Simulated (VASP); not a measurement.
# A vacancy on the Cd site in a supercell of KCdCO3F, part 2 of 6

Aim: the formation energy and local structure of a vacancy on the Cd site in KCdCO3F. The start is a cell from a database of measured crystal structures.

VASP 6.6.1, plane waves and PAW; the level of theory is named at each step.

So far. Step 2 (The host at zero pressure): The run ended after 13 ionic steps, 0.171 eV below its first step, once forces and stress met EDIFFG = -0.02.

## (3) Screening in the host

This step: PBE; plane waves and PAW (Cd, K_pv, F, O, C) (VASP 6.6.1).

Charged cells interact with their images through the host's screening, so the correction needs its dielectric constant.

The input, INCAR:

```
SYSTEM = KCdCO3F
PREC = Accurate
ENCUT = 400
EDIFF = 1E-08
NELM = 120
ISMEAR = 0
SIGMA = 0.05
LREAL = .FALSE.
ALGO = Normal
GGA = PE
NBANDS = 31
LWAVE = .FALSE.
LCHARG = .FALSE.
KPAR = 4
LASPH = .TRUE.
LEPSILON = .TRUE.
IBRION = 8
NSW = 1
```

The input, POSCAR:

```
KCdCO3F
1.0
    5.0403179624      0.0000000000      0.0000000000
   -2.5201589812      4.3650433986      0.0000000000
    0.0000000000      0.0000000000      4.4404924987
Cd K F O C
1 1 1 3 1
Direct
    0.6666666667      0.3333333333      0.5000000000
    0.0000000000      0.0000000000      0.0000000000
    0.6666666667      0.3333333333      0.0000000000
    0.6275648443      0.8137824221      0.5000000000
    0.1862175779      0.8137824221      0.5000000000
    0.1862175779      0.3724351557      0.5000000000
    0.3333333333      0.6666666667      0.5000000000
```

The input, KPOINTS:

```
Automatic mesh
0
Gamma
5 5 5
0 0 0
```

Potentials, in the order of the species: Cd, K_pv, F, O and C (PBE family, release 64).

On the command line:

```console
$ mpirun -np 4 vasp_std
```

Log:

```text
[banner, memory and clock lines left out]
running    4 mpi-ranks, on    1 nodes
 distrk:  each k-point on    1 cores,    4 groups
 distr:  one band on    1 cores,    1 groups

 POSCAR found type information on POSCAR CdK F O C
 POSCAR found :  5 types and       7 ions
 LDA part: xc-table for (Slater+PW92), standard interpolation
 POSCAR, INCAR and KPOINTS ok, starting setup
 FFT: planning ... GRIDC
 FFT: planning ... GRID_SOFT
 FFT: planning ... GRID
 WAVECAR not read
 entering main loop
       N       E                     dE             d eps       ncg     rms          rms(c)
DAV:   1     0.339600044409E+03    0.33960E+03   -0.21844E+04  1050   0.124E+03
DAV:   2    -0.214951817934E+02   -0.36110E+03   -0.34618E+03  1163   0.348E+02
DAV:   3    -0.444071262416E+02   -0.22912E+02   -0.22759E+02  1084   0.945E+01
DAV:   4    -0.446528072584E+02   -0.24568E+00   -0.24548E+00  1112   0.102E+01
DAV:   5    -0.446569732065E+02   -0.41659E-02   -0.41654E-02  1225   0.124E+00    0.145E+01
DAV:   6    -0.398352019750E+02    0.48218E+01   -0.14957E+01  1108   0.439E+01    0.852E+00
DAV:   7    -0.398116648704E+02    0.23537E-01   -0.20993E+00  1091   0.989E+00    0.551E+00
DAV:   8    -0.397819349962E+02    0.29730E-01   -0.51561E-01  1112   0.507E+00    0.107E+00
DAV:   9    -0.397620929103E+02    0.19842E-01   -0.12555E-01  1143   0.298E+00    0.417E-01
DAV:  10    -0.397637148435E+02   -0.16219E-02   -0.14565E-02  1021   0.919E-01    0.193E-01
DAV:  11    -0.397640023836E+02   -0.28754E-03   -0.14840E-03  1035   0.264E-01    0.790E-02
DAV:  12    -0.397642982430E+02   -0.29586E-03   -0.32272E-04  1000   0.145E-01    0.263E-02
DAV:  13    -0.397643317791E+02   -0.33536E-04   -0.49578E-05  1113   0.702E-02    0.742E-03
DAV:  14    -0.397643327170E+02   -0.93799E-06   -0.69194E-06  1091   0.234E-02    0.421E-03
DAV:  15    -0.397643330873E+02   -0.37027E-06   -0.18988E-06  1035   0.121E-02    0.186E-03
DAV:  16    -0.397643331018E+02   -0.14497E-07   -0.11398E-07  1127   0.286E-03    0.843E-04
DAV:  17    -0.397643330986E+02    0.32333E-08   -0.28910E-08   972   0.122E-03
   1 F= -.39764333E+02 E0= -.39764333E+02  d E =-.610675E-18
 Linear response reoptimize wavefunctions to high precision
DAV:   1    -0.397643330953E+02    0.32851E-08   -0.49243E-09   886   0.513E-04
DAV:   2    -0.397643330952E+02    0.69122E-10   -0.59617E-10   675   0.160E-04
 Linear response G [H, r] |phi>, progress :
  Direction:   1
       N       E                     dE             d eps       ncg     rms
RMM:   1    -0.198854251125E+03   -0.19885E+03   -0.25585E+02  1819   0.118E+02
RMM:   2    -0.185359148327E+03    0.13495E+02   -0.22892E+01  1517   0.263E+01
RMM:   3    -0.185521804594E+03   -0.16266E+00   -0.73892E-01  1654   0.387E+00
RMM:   4    -0.185529707202E+03   -0.79026E-02   -0.23120E-02  1671   0.650E-01
RMM:   5    -0.185529943240E+03   -0.23604E-03   -0.22058E-03  1668   0.156E-01
RMM:   6    -0.185529994843E+03   -0.51602E-04   -0.69253E-04  1673   0.482E-02
RMM:   8    -0.185530002798E+03   -0.18680E-05   -0.51486E-04  1571   0.152E-02
RMM:   9    -0.185530004025E+03   -0.12271E-05   -0.52225E-04  1430   0.129E-02
RMM:  10    -0.185530003575E+03    0.45002E-06   -0.42878E-04  1229   0.120E-02
RMM:  12    -0.185530013673E+03   -0.12892E-04   -0.56584E-04  1138   0.116E-02
 Linear response G [H, r] |phi>, progress :
  Direction:   2
       N       E                     dE             d eps       ncg     rms
RMM:   1    -0.199838181093E+03   -0.19984E+03   -0.25520E+02  1812   0.118E+02
RMM:   2    -0.187260846060E+03    0.12577E+02   -0.22730E+01  1522   0.267E+01
RMM:   3    -0.187434844117E+03   -0.17400E+00   -0.69503E-01  1657   0.382E+00
RMM:   4    -0.187444444594E+03   -0.96005E-02   -0.19598E-02  1668   0.646E-01
RMM:   5    -0.187444791754E+03   -0.34716E-03    0.47683E-05  1672   0.158E-01
RMM:   6    -0.187444928373E+03   -0.13662E-03    0.77033E-04  1677   0.515E-02
RMM:   7    -0.187444911766E+03    0.16607E-04    0.11659E-03  1631   0.260E-02
RMM:   8    -0.187444919846E+03   -0.80794E-05    0.11162E-03  1553   0.182E-02
RMM:   9    -0.187444919699E+03    0.14612E-06    0.11181E-03  1399   0.159E-02
RMM:  10    -0.187444920652E+03   -0.95229E-06    0.10870E-03  1226   0.149E-02
RMM:  11    -0.187444928991E+03   -0.83391E-05   -0.10778E-04  1155   0.146E-02
RMM:  12    -0.187444948076E+03   -0.19085E-04    0.30636E-03  1153   0.145E-02
 Linear response G [H, r] |phi>, progress :
  Direction:   3
       N       E                     dE             d eps       ncg     rms
RMM:   1    -0.182132646100E+03   -0.18213E+03   -0.61476E+01  1672   0.112E+02
RMM:   2    -0.185803725294E+03   -0.36711E+01   -0.21053E+01  1524   0.214E+01
RMM:   3    -0.185884784145E+03   -0.81059E-01   -0.71564E-01  1622   0.265E+00
RMM:   4    -0.185886500861E+03   -0.17167E-02   -0.34635E-02  1651   0.448E-01
RMM:   5    -0.185886496174E+03    0.46870E-05   -0.22481E-03  1651   0.105E-01
RMM:   6    -0.185886520962E+03   -0.24789E-04   -0.18643E-04  1636   0.311E-02
RMM:   7    -0.185886522227E+03   -0.12649E-05   -0.72854E-05  1554   0.156E-02
RMM:   8    -0.185886522674E+03   -0.44701E-06   -0.66730E-05  1405   0.113E-02
RMM:   9    -0.185886522846E+03   -0.17181E-06   -0.67353E-05  1232   0.101E-02
RMM:  10    -0.185886522984E+03   -0.13797E-06   -0.71256E-05  1106   0.975E-03
RMM:  11    -0.185886523125E+03   -0.14169E-06   -0.94596E-05  1096   0.964E-03
RMM:  12    -0.185886523321E+03   -0.19551E-06   -0.14014E-04  1054   0.957E-03
 Linear response to external field (no local field effect), progress :
  Direction:   1
       N       E                     dE             d eps       ncg     rms          rms(c)
RMM:   1    -0.536831838866E+00   -0.53683E+00   -0.23703E+00  1851   0.391E+00
RMM:   2    -0.554269123885E+00   -0.17437E-01   -0.18860E-02  1577   0.627E-01
RMM:   3    -0.554655619575E+00   -0.38650E-03   -0.96507E-04  1623   0.109E-01
RMM:   4    -0.554668340318E+00   -0.12721E-04   -0.43751E-05  1648   0.212E-02
RMM:   5    -0.554668921642E+00   -0.58132E-06   -0.28186E-06  1618   0.491E-03
RMM:   6    -0.554668963794E+00   -0.42151E-07   -0.91019E-07  1443   0.169E-03
RMM:   7    -0.554668968695E+00   -0.49013E-08   -0.76162E-07  1220   0.937E-04
RMM:   8    -0.554668968754E+00   -0.59228E-10   -0.73810E-07   990   0.722E-04
RMM:   9    -0.554668969367E+00   -0.61312E-09   -0.74689E-07   893   0.663E-04
RMM:  10    -0.554668969046E+00    0.32104E-09   -0.74242E-07   868   0.638E-04
RMM:  11    -0.554668969492E+00   -0.44588E-09   -0.76884E-07   821   0.634E-04
RMM:  12    -0.554668971744E+00   -0.22520E-08   -0.68529E-07   770   0.630E-04
 change of polarisation eV/A/(eV/A) component  1 :     1.109    -0.143    -0.043
[...]
RMM:   1    -0.534033889733E+00   -0.53403E+00    0.82390E-01  2125   0.280E+00
RMM:   2    -0.534883918927E+00   -0.85003E-03   -0.50336E-03  1766   0.319E-01    0.121E-01
RMM:   3    -0.536153063354E+00   -0.12691E-02   -0.44482E-04  1845   0.946E-02    0.609E-02
RMM:   4    -0.537661828282E+00   -0.15088E-02   -0.31188E-04  1868   0.737E-02    0.141E-02
RMM:   5    -0.537800330760E+00   -0.13850E-03   -0.95487E-06  2061   0.153E-02    0.298E-03
RMM:   6    -0.537780975461E+00    0.19355E-04   -0.38159E-07  2005   0.271E-03    0.903E-04
RMM:   7    -0.537773396065E+00    0.75794E-05   -0.70228E-08  2050   0.987E-04    0.305E-04
RMM:   8    -0.537771026995E+00    0.23691E-05   -0.41570E-08  2042   0.422E-04    0.851E-05
RMM:   9    -0.537770922267E+00    0.10473E-06   -0.40427E-08  2032   0.249E-04    0.153E-05
RMM:  10    -0.537770871253E+00    0.51014E-07   -0.41144E-08  2135   0.191E-04    0.663E-06
RMM:  11    -0.537770952614E+00   -0.81361E-07   -0.38802E-08  2061   0.171E-04    0.261E-06
RMM:  12    -0.537770964459E+00   -0.11845E-07   -0.37059E-08  1999   0.167E-04    0.378E-07
RMM:  13    -0.537770965162E+00   -0.70272E-09   -0.43595E-08  1621   0.166E-04    0.142E-07
 first order change of Fermi-energy  -0.22961E-03
 force on displaced ion       3 direction 3 :   0.000  -0.000 -10.382
 Born effective charge ion    3 direction 3 :   0.000   0.000  -1.801
 Linear response progress:
  Degree of freedom:   7/ 10
       N       E                     dE             d eps       ncg     rms          rms(c)
RMM:   1    -0.393203328894E+00   -0.39320E+00    0.40917E-01  5457   0.319E+00
RMM:   2    -0.365669923364E+00    0.27533E-01   -0.23442E-02  4102   0.737E-01    0.330E-01
RMM:   3    -0.366374811073E+00   -0.70489E-03   -0.48934E-03  4162   0.307E-01    0.153E-01
RMM:   4    -0.367386479455E+00   -0.10117E-02   -0.42877E-04  4054   0.102E-01    0.783E-02
RMM:   5    -0.368140280247E+00   -0.75380E-03   -0.15236E-04  4159   0.551E-02    0.269E-02
RMM:   6    -0.368290479289E+00   -0.15020E-03   -0.13869E-05  4234   0.189E-02    0.598E-03
RMM:   7    -0.368288975304E+00    0.15040E-05    0.27564E-06  4216   0.402E-03    0.230E-03
RMM:   8    -0.368275754314E+00    0.13221E-04    0.93894E-07  4158   0.255E-03    0.489E-04
RMM:   9    -0.368275445609E+00    0.30870E-06   -0.22340E-07  4307   0.784E-04    0.198E-04
RMM:  10    -0.368275942635E+00   -0.49703E-06   -0.70151E-08  4267   0.494E-04    0.773E-05
RMM:  11    -0.368276459198E+00   -0.51656E-06    0.13544E-06  4367   0.386E-04    0.272E-05
RMM:  12    -0.368276498170E+00   -0.38972E-07    0.15068E-06  4450   0.320E-04    0.132E-05
RMM:  13    -0.368276491235E+00    0.69346E-08    0.11143E-06  4486   0.306E-04    0.515E-06
RMM:  14    -0.368276487719E+00    0.35163E-08    0.84582E-07  4512   0.295E-04    0.117E-06
RMM:  15    -0.368276487220E+00    0.49932E-09    0.10349E-06  4251   0.292E-04    0.538E-07
RMM:  16    -0.368276482734E+00    0.44856E-08    0.11084E-06  3579   0.291E-04    0.188E-07
RMM:  17    -0.368276485321E+00   -0.25868E-08    0.11131E-06  3248   0.291E-04    0.867E-08
 first order change of Fermi-energy   0.89818E+00
 force on displaced ion       4 direction 1 : -44.310 -19.420   0.000
 Born effective charge ion    4 direction 1 :  -2.077  -0.315   0.000
 Linear response progress:
  Degree of freedom:   8/ 10
       N       E                     dE             d eps       ncg     rms          rms(c)
RMM:   1    -0.373430088883E+00   -0.37343E+00    0.22892E-01  4728   0.267E+00
RMM:   2    -0.367433840735E+00    0.59962E-02   -0.71771E-03  3915   0.378E-01    0.164E-01
RMM:   3    -0.368800718180E+00   -0.13669E-02   -0.72383E-04  3643   0.120E-01    0.851E-02
RMM:   4    -0.370630854366E+00   -0.18301E-02   -0.51065E-04  3723   0.103E-01    0.192E-02
RMM:   5    -0.370701473298E+00   -0.70619E-04   -0.20579E-05  4103   0.215E-02    0.283E-03
RMM:   6    -0.370707929582E+00   -0.64563E-05   -0.57297E-07  4313   0.352E-03    0.102E-03
RMM:   7    -0.370701560047E+00    0.63695E-05   -0.23238E-08  4164   0.127E-03    0.352E-04
RMM:   8    -0.370700292299E+00    0.12677E-05    0.22356E-07  4324   0.632E-04    0.816E-05
RMM:   9    -0.370699874929E+00    0.41737E-06    0.76708E-07  4241   0.336E-04    0.313E-05
RMM:  10    -0.370699972416E+00   -0.97486E-07   -0.35297E-07  4412   0.266E-04    0.106E-05
RMM:  11    -0.370699991030E+00   -0.18614E-07    0.11424E-07  4420   0.244E-04    0.332E-06
RMM:  12    -0.370699980010E+00    0.11020E-07   -0.86152E-08  4209   0.235E-04    0.942E-07
RMM:  13    -0.370699988972E+00   -0.89618E-08   -0.15613E-07  4052   0.233E-04    0.334E-07
RMM:  14    -0.370699989933E+00   -0.96121E-09   -0.15175E-07  3294   0.232E-04    0.197E-07
RMM:  15    -0.370699989209E+00    0.72453E-09   -0.14225E-07  3128   0.232E-04    0.750E-08
 first order change of Fermi-energy  -0.16200E-05
 force on displaced ion       4 direction 3 :  -0.000  -0.000  -3.826
 Born effective charge ion    4 direction 3 :  -0.000  -0.000  -0.664
 Linear response progress:
  Degree of freedom:   9/ 10
       N       E                     dE             d eps       ncg     rms          rms(c)
RMM:   1    -0.115434465495E+00   -0.11543E+00    0.69236E-01  6508   0.263E+00
RMM:   2    -0.121988740539E+00   -0.65543E-02   -0.15885E-02  4109   0.645E-01    0.284E-01
RMM:   3    -0.121120921435E+00    0.86782E-03   -0.10281E-03  4073   0.147E-01    0.163E-01
RMM:   4    -0.121192287509E+00   -0.71366E-04   -0.10076E-03  4050   0.160E-01    0.207E-02
RMM:   5    -0.121155790457E+00    0.36497E-04    0.83942E-06  4192   0.205E-02    0.840E-03
RMM:   6    -0.121141387571E+00    0.14403E-04    0.21348E-06  4167   0.928E-03    0.193E-03
RMM:   7    -0.121149367000E+00   -0.79794E-05   -0.55182E-06  4205   0.308E-03    0.670E-04
RMM:   8    -0.121147455642E+00    0.19114E-05   -0.30476E-07  4342   0.104E-03    0.259E-04
RMM:   9    -0.121148598212E+00   -0.11426E-05    0.15978E-07  4149   0.590E-04    0.103E-04
RMM:  10    -0.121148923448E+00   -0.32524E-06    0.81704E-07  4363   0.404E-04    0.329E-05
RMM:  11    -0.121148846939E+00    0.76509E-07    0.92155E-07  4390   0.335E-04    0.686E-06
RMM:  12    -0.121148917803E+00   -0.70864E-07    0.10123E-06  4483   0.300E-04    0.300E-06
RMM:  13    -0.121148880638E+00    0.37165E-07    0.21018E-06  4296   0.294E-04    0.680E-07
RMM:  14    -0.121148896760E+00   -0.16121E-07    0.99537E-07  3921   0.291E-04    0.309E-07
RMM:  15    -0.121148898104E+00   -0.13445E-08    0.13515E-06  3443   0.291E-04    0.147E-07
RMM:  16    -0.121148897589E+00    0.51535E-09    0.12343E-06  3075   0.290E-04    0.746E-08
 first order change of Fermi-energy  -0.14239E-02
 force on displaced ion       7 direction 1 : -72.874  -0.002   0.000
 Born effective charge ion    7 direction 1 :   2.843   0.000   0.000
 Linear response progress:
  Degree of freedom:  10/ 10
       N       E                     dE             d eps       ncg     rms          rms(c)
RMM:   1    -0.112113953728E+00   -0.11211E+00    0.57606E-02  2508   0.148E+00
RMM:   2    -0.107951656477E+00    0.41623E-02   -0.66157E-03  1911   0.305E-01    0.190E-01
RMM:   3    -0.107374189619E+00    0.57747E-03   -0.20791E-04  1954   0.609E-02    0.115E-01
RMM:   4    -0.106880803387E+00    0.49339E-03   -0.11385E-04  1932   0.575E-02    0.884E-03
RMM:   5    -0.106804166694E+00    0.76637E-04   -0.24138E-06  1979   0.763E-03    0.396E-03
RMM:   6    -0.106735699241E+00    0.68467E-04   -0.77119E-07  2037   0.419E-03    0.792E-04
RMM:   7    -0.106733890985E+00    0.18083E-05   -0.15439E-07  2106   0.105E-03    0.219E-04
RMM:   8    -0.106732448049E+00    0.14429E-05   -0.84692E-08  2107   0.569E-04    0.106E-04
RMM:   9    -0.106733890909E+00   -0.14429E-05   -0.74792E-08  1987   0.321E-04    0.167E-05
RMM:  10    -0.106733829898E+00    0.61012E-07   -0.82600E-08  2157   0.260E-04    0.512E-06
RMM:  11    -0.106733828597E+00    0.13006E-08   -0.80642E-08  2177   0.244E-04    0.193E-06
 first order change of Fermi-energy   0.58276E-04
 force on displaced ion       7 direction 3 :  -0.000  -0.000 -22.649
 Born effective charge ion    7 direction 3 :   0.000  -0.000   0.159
 Born effective charges drift removed
 Linear response finished
```

It took 5.8 min on 4 MPI ranks of Intel Xeon 6975P-C (Granite Rapids), shared host; peak memory 1.8 GiB.

(Part 2 of 6 ends here.)

[Lines on the potential files, build, host, timing and source positions are cut from VASP's logs without a mark.]

[Logs are printed without paths, hosts, clocks, repeated set-up lines and the standing remarks that a program may print on its own settings, such as how far it seeks lower states.]

[Hosts, paths, dates, database ids (printed as entryN), source tags and the programs' standing remarks are cut or masked in the printed files.]

[In band tables of VASP the shares of atoms and orbitals are scaled to a sum of 1 inside the atoms' spheres.]

[Runs that stopped without an error message from VASP are left out.]
